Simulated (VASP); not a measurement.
Here is a VASP 6.6.1 calculation.

Contents of INCAR:

```
SYSTEM = CuAu
PREC = Accurate
ENCUT = 520
EDIFF = 1E-6
ISMEAR = 0
SIGMA = 0.1
LREAL = .FALSE.
LASPH = .TRUE.
NELM = 100
ALGO = Normal
ISIF = 2
LWAVE = .FALSE.
LCHARG = .FALSE.
METAGGA = R2SCAN
LMIXTAU = .TRUE.
NBANDS = 18
```

File KPOINTS:

```
regular mesh
0
G
  14 14 12
  0 0 0
```

File POSCAR:

```
CuAu
1.0
    2.8325200000      0.0000000000      0.0000000000
    0.0000000000      2.8325200000      0.0000000000
    0.0000000000      0.0000000000      3.5471100000
Cu Au
1 1
Direct
    0.5000000000      0.5000000000      0.5000000000
    0.0000000000      0.0000000000      1.0000000000
```

Potentials or basis: VASP PAW PBE potentials, release 64 (Cu, Au).

Command:

```sh
$ cat potpaw_PBE.64/Cu/POTCAR potpaw_PBE.64/Au/POTCAR > POTCAR
$ mpirun -np 1 vasp_std > vasp.out
```

Estimate the band gap on the k mesh.

none (metal or under the smearing width).

Estimate the pressure.

3.9 GPa.

Stress tensor (GPa, compression positive):
```
4.18 0.00 0.00
0.00 4.18 0.00
0.00 0.00 3.45
```

Caveat: the PAW data sets were made with another functional, which shifts forces and pressure a little. The run has no spin-orbit coupling, so splittings on Au are missing.
